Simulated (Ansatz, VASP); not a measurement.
# Tl2Se in two plane-wave programs, part 2 of 2

Aim: how closely do two programs agree when they are given the same cell, functional and k mesh? The cell is generated by rule, not measured, and may not be a known phase. The two relaxations start from unlike cells of this crystal (the structure described is Ansatz's start), so only their ends are compared.

VASP 6.6.1 and Ansatz 0.2.0.

So far: The starting structure; VASP: relaxation of cell and atoms, PBE.

The structure was built from a prototype and need not be the compound's stable phase.

### Step 3. Ansatz: relaxation of cell and atoms, PBE

Level of this step: Ansatz beside VASP: Kohn-Sham DFT, plane waves, PBE (Ansatz).

Ansatz runs on its default PAW (the set named soft_2) files.

Its own start cell and the same functional, mesh and smearing now go to Ansatz, which takes its cutoff from its data sets.

File input.yaml:

```yaml
crystal:
  lattice:
    - [0.0, -3.7870920244, -3.7870920244]
    - [0.0, 3.7870920244, -3.7870920244]
    - [7.5741840488, 0.0, 0.0]
  atoms:
    - { symbol: Se, position: [0.440251209, 0.5, 0.5] }
    - { symbol: Se, position: [0.059748791, 0.0, 0.0] }
    - { symbol: Tl, position: [-0.0130131866, 0.5, 0.75] }
    - { symbol: Tl, position: [0.5130131866, 0.0, 0.25] }
    - { symbol: Tl, position: [0.9869868134, 0.5, 0.25] }
    - { symbol: Tl, position: [0.5130131866, 0.0, 0.75] }
kpoints:
  mp_grid: { grid: [6, 6, 4] }
hamiltonian:
  xc: pbe
scf:
  occupations: { method: gaussian, width: 0.02 }
output:
  forces: true
  stress: true
  eigenvalues: true
relax:
  adjacent_minimum: "off"
  f_tol: 0.002
  max_steps: 120
  cell: { stress_tol: 0.03 }
```

Command:

```console
$ ansatz run input.yaml --threads 4 --pin off --max-ram 7168MiB --backend cpu --events-out ev --progress --plain --runs-dir out
```

Numbers of over 12 decimals in the logs are rounded to 6 here.

The log of the run:

```text
Engine: ansatz 0.2.0, aarch64-unknown-linux-gnu
Pseudopotentials: kind: paw
Pseudopotential: Se, paw, valence charge 16, recommended cutoff 420 eV (normal), Se.paw.azcp
Pseudopotential: Tl, paw, valence charge 13, recommended cutoff 420 eV (normal), Tl.paw.azcp
Functional definition: PBE
  parameter kappa = 0.804
  parameter beta = 0.066725
  exchange = pbe_x(kappa = kappa, mu = beta*pi^2/3)
  correlation = pbe_c(beta = beta)
Crystal: 6 atoms, lattice volume = 217.259 Å³
Basis set: ecut = 420 eV, 4209 PW (Γ), exchange–correlation on 72×72×108 points (8 copies of the dense FFT grid, shifted against one another)
Bands: 51, of which v1, the nominal top of the filled ones, is band 42 counted from 1 (41 counted from 0)
Symmetry: 8 space group operations
Space group: Pmmn (ITA 59), of the structure as read, at distance tolerance 6.0e-5 Å
k-points: 48 of 144
Non-local potential: Se, projectors of the file, l = 0: 2, l = 1: 2, l = 2: 3, l = 3: 1
Non-local potential: Tl, projectors of the file, l = 0: 2, l = 1: 2, l = 2: 2, l = 3: 1
PAW form: soft (Blöchl's): semilocal exchange-correlation on the pseudo side does not see the compensation charge
PAW one-centre angular grid: Se, 590 points (default); XC on 64 Gauss nodes
PAW one-centre angular grid: Tl, 590 points (default); XC on 64 Gauss nodes
Initial density: superposition of atomic densities (neutral atoms: chi_scale 0, normalization atom), corrected by the library's trained network
Initial wavefunctions: pseudopotential atomic-orbital guess
Functional: x = pbe(κ = 0.804, μ = 0.219515), c = pbe(β = 0.066725)
SCF iter   1: F=—  HF=-56716.635302 eV  |F-HF|=—  |Δ(HF+E_count)|=         —  Δρ=8.05e-4  dr2=1.50e-3  ethr=1.77e-3  ⟨swp⟩=6.4  Hψ=9058  notcnv=0  defer=1
preconditioner: auto → Resta (q_TF=auto, 2.329 Å⁻¹)  ε∞=4.0  [insulator: Δε(μ)=0.156 eV  Ē_g=11.682 eV  σ=0.020 eV  W_gap=0.51  n_scr=36 (ndim 8)  ℏωp=20.2 eV  f_vac=0.118  D(μ)=0.82/eV (n_scr^D=0)  ε∞_Penn≈4.0]
SCF iter   2: F=—  HF=-56716.631746 eV  |F-HF|=—  |Δ(HF+E_count)|=   3.56e-3  Δρ=4.82e-4  dr2=6.77e-4  ethr=1.79e-6  ⟨swp⟩=2.1  Hψ=4411  notcnv=0  defer=86
SCF iter   3: F=—  HF=-56716.632441 eV  |F-HF|=—  |Δ(HF+E_count)|=   6.95e-4  Δρ=1.78e-4  dr2=1.26e-4  ethr=8.06e-7  ⟨swp⟩=2.0  Hψ=4007  notcnv=0  defer=86
SCF iter   4: F=—  HF=-56716.632487 eV  |F-HF|=—  |Δ(HF+E_count)|=   4.56e-5  Δρ=6.88e-5  dr2=2.09e-5  ethr=1.50e-7  ⟨swp⟩=2.4  Hψ=4239  notcnv=0  defer=86
SCF iter   5: F=—  HF=-56716.632585 eV  |F-HF|=—  |Δ(HF+E_count)|=   9.80e-5  Δρ=2.75e-5  dr2=3.82e-6  ethr=2.49e-8  ⟨swp⟩=2.0  Hψ=4334  notcnv=0  defer=86
SCF iter   6: F=—  HF=-56716.632594 eV  |F-HF|=—  |Δ(HF+E_count)|=   8.69e-6  Δρ=1.95e-5  dr2=1.59e-6  ethr=4.55e-9  ⟨swp⟩=2.0  Hψ=4334  notcnv=0  defer=86
SCF iter   7: F=-56716.632595 eV  HF=-56716.632595 eV  |F-HF|=7.57e-8  |Δ(HF+E_count)|=   1.09e-6  Δρ=3.65e-6  dr2=4.17e-8  ethr=1.19e-10  ⟨swp⟩=7.3  Hψ=11194  notcnv=0
SCF 1 converged in 7 iterations: F = -56716.632595 eV  dr2 = 4.17e-8
  greatest PAW one-centre occupation: 1.000 electrons in one spin orbital (limit 2), on the Se atom at site 1 (counted from 0), in its partial waves of l = 2
relax step   1: F+E_penalty+E_count = -56716.63259492 eV  Δ(F+E_penalty+E_count) = +0.000e0 eV  max|allowed force component| = 7.592e-2 eV/Å  Δτ_max = 0.0000 Å  P = +0.070 GPa  Ω = 217.259 Å³  (7 SCF iters, dr2 threshold 1.00e-7 eV, accepted)
[...]
relax step  19: F+E_penalty+E_count = -56716.86678538 eV  Δ(F+E_penalty+E_count) = +1.688e-4 eV  max|allowed force component| = 7.028e-3 eV/Å  Δτ_max = 0.0067 Å  P = -0.060 GPa  Ω = 224.579 Å³  energy of the carried Pulay correction = -1.218e-3 eV  (7 SCF iters, dr2 threshold 8.85e-9 eV, accepted)
[...]
relax step  20: F+E_penalty+E_count = -56716.86699779 eV  Δ(F+E_penalty+E_count) = -2.124e-4 eV  max|allowed force component| = 1.214e-3 eV/Å  Δτ_max = 0.0040 Å  P = +0.001 GPa  Ω = 224.125 Å³  energy of the carried Pulay correction = -1.151e-3 eV  (6 SCF iters, dr2 threshold 1.17e-8 eV, accepted)
[...]
relax step  21: F+E_penalty+E_count = -56716.86787291 eV  Δ(F+E_penalty+E_count) = -8.751e-4 eV  max|allowed force component| = 1.210e-3 eV/Å  Δτ_max = 0.0000 Å  P = -0.004 GPa  Ω = 224.125 Å³  stress off target by 5.98e-3 GPa  SCF on the basis re-selected at this cell (its energy is not comparable with the rows above)  (8 SCF iters)
basis re-selected at this cell: Δ(F+E_penalty+E_count) = -8.751e-4 eV, ΔP = -0.005 GPa vs the last step (what re-selecting the basis moved, of the pressure what is left beyond the Pulay correction that the steps carried, after the strain that the cell walked since its last selection, with what the two solves' SCF thresholds leave and, on support functions, any second-order correction that the steps lacked; it is no measure of the basis error at this ecutwfc). The dense FFT grid was sized anew with the basis: this SCF ran on 48×30×54 points, the steps before it on 45×30×54, so part of this shift can come from that change (see relax.cell in the input reference). [rest of the remark cut]
SCF converged after 8 iterations
Free energy (F): -56716.867873 eV
Harris-Foulkes:  -56716.867873 eV  (|F-HF|=1.46e-11)
Internal energy: -56716.867873 eV  (E = F + TS)
E sigma→0 (E₀):  -56716.867873 eV
Fermi energy:    6.084986 eV
--- Per-component energies (eV) ---
  E_band       = -996.143857
  E_kinetic    = 1565.212526
  E_local      = -10585.089847  (includes V_loc(G=0)·N_el)
  E_nonlocal   = 78.550806
  E_hartree    = 4677.135045
  E_xc         = -1130.858855
  E_vxc        = -763.095476  (∫ρ·V_xc dr)
  E_paw        = -44474.726615  (= ΣΔE_a)
  E_vpaw       = -645.990986  (= ΣTr[D̂ρ^β])
  E_aug_tail   = -0.001038  (compensation charges beyond the density's cutoff)
  E_ewald      = -6847.089895
  E_smearing   = -0.000000  (= −TS)
  E_closure    = 0.000000  (closes the sum)
  Σ components = -56716.867873   (vs F -56716.867873, Δ=0.00e0)
--- Forces (eV/Å), atoms counted from 1 ---
  atom   1  Se     0.00000000     0.00120988     0.00120988
  atom   2  Se     0.00000000    -0.00120988    -0.00120988
  atom   3  Tl    -0.00094184     0.00033245     0.00033245
  atom   4  Tl    -0.00094184    -0.00033245    -0.00033245
  atom   5  Tl     0.00094184     0.00033245     0.00033245
  atom   6  Tl     0.00094184    -0.00033245    -0.00033245
  max |Σ_I F_I| component: 6.94e-18 eV/Å
--- Stress (GPa, compression-positive) ---
       -0.000772       0.000000      -0.000000
        0.000000      -0.005850       0.000130
       -0.000000       0.000130      -0.005850
  P = ⅓ Tr σ = -0.0042 GPa (-0.042 kbar)
--- Band table (eV; the first three rows and the last of 48) ---
  k-point 0: bands = [... 38 lower, 4.4226, 4.8770, 4.8877, 5.5226, 6.2786, 6.7790, 9.4307, 9.4383, ... 5 higher]
  k-point 1: bands = [... 38 lower, 4.3353, 4.4122, 4.7891, 5.5406, 6.7934, 7.5527, 9.2473, 9.4289, ... 5 higher]
  k-point 2: bands = [... 38 lower, 4.5573, 4.5573, 4.8211, 4.8211, 8.1429, 8.1429, 8.9548, 8.9548, ... 5 higher]
  k-point 47: bands = [... 38 lower, 4.5859, 4.5859, 4.5989, 4.5989, 6.8807, 6.8807, 8.5795, 8.5795, ... 5 higher]
--- Relaxed structure (19 steps of the walk, 19 accepted, 2 SCFs on fresh bases) ---
  F+E_penalty+E_count = -56716.86787291 eV   max|allowed force component| = 1.210e-3 eV/Å   (the final SCF, on the basis selected at the relaxed cell)
  cell:  # Å, volume = 224.1249 Å³
    - [0, -4.873991, -4.873991]
    - [0, 3.041646, -3.041646]
    - [7.559041, 0, 0]
  atoms:
    - { symbol: Se, position: [0.349738, 0.500000, 0.5] }
    - { symbol: Se, position: [0.150262, 0.0, -4.580621397103875e-19] }
    - { symbol: Tl, position: [-0.00922653, 0.5, 0.747187] }
    - { symbol: Tl, position: [0.509227, 0.0, 0.247187] }
    - { symbol: Tl, position: [0.990773, 0.500000, 0.252813] }
    - { symbol: Tl, position: [0.509227, 0.0, 0.752813] }
```

### Step 4. Differences

Known differences besides the potentials themselves: the data sets hold 84 valence electrons in Ansatz (on its default PAW (the set named soft_2) files) and 64 in VASP; the cutoff is 420 eV in Ansatz and 500 eV in VASP; Ansatz adds a Pulay correction to the stress that steers its cell, VASP none. Total energies have different zeros and are not compared.

Both answers:

| quantity | Ansatz | VASP | difference |
| --- | --- | --- | --- |
| volume (Å³) | 224.12 | 223.13 | +0.44 % |
| edge a after relaxation, in the typed setting (Å) | 6.893 | 6.869 | +0.35 % |
| edge b after relaxation, in the typed setting (Å) | 4.301 | 4.299 | +0.06 % |
| edge c after relaxation, in the typed setting (Å) | 7.559 | 7.557 | +0.03 % |

### Step 5. Outcome

```
difference in volume (relaxation of cell and atoms, PBE) : 0.44 %
```

**Reading.** The difference in volume is 0.44 % (relaxation of cell and atoms, PBE), within the 1.2 % picked in this series as the mark of a large difference, as far as the stopping tolerances let one tell. The data sets hold unlike numbers of valence electrons (84 in Ansatz and 64 in VASP), so part of the differences comes from the potentials. Such differences can come from data sets, numerical settings and the points named under the comparisons, not from the functional's error against experiment.

[Lines on the potential files, build, host, timing and source positions are cut from VASP's logs without a mark.]

[Logs are printed without paths, hosts, clocks, repeated set-up lines and the standing remarks that a program may print on its own settings, such as how far it seeks lower states.]

[Hosts, paths, dates, database ids (printed as entryN), source tags and the programs' standing remarks are cut or masked in the printed files.]
